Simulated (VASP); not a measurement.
Given:

```yaml
crystal:
  lattice:
    - [2.16357, 1.24914, 3.80613]
    - [-2.16357, 1.24914, 3.80613]
    - [0.00000, -2.49827, 3.80613]
  atoms:
    - { symbol: Sb, position: [0.26826, 0.26826, 0.26826] }
    - { symbol: Sb, position: [0.73174, 0.73174, 0.73174] }
```

Calculation: PBE GGA, VASP's PBE PAW potentials (set 64) (plane waves; VASP). Numerical set-up: 300 eV cut-off, 8×8×8 Γ-centred mesh, Fermi-Dirac smearing of 0.14 eV, potentials Sb.

Question: Which forces act on the atoms, in eV/Å?

Answer: 
```
atom     Fx     Fy      Fz
----  -----  -----  ------
Sb1   0.000  0.000  -0.322
Sb2   0.000  0.000   0.322
```

Question: Give the stress tensor in GPa (positive for a compressed cell).

Answer: 
```
2.20  0.00  0.00
0.00  2.20  0.00
0.00  0.00  1.89
```
The pressure is its mean diagonal, 2.09 GPa.

The structure comes from a computed database's Sb entry; how it stands against other phases isn't given here. The cell was not relaxed at this level.
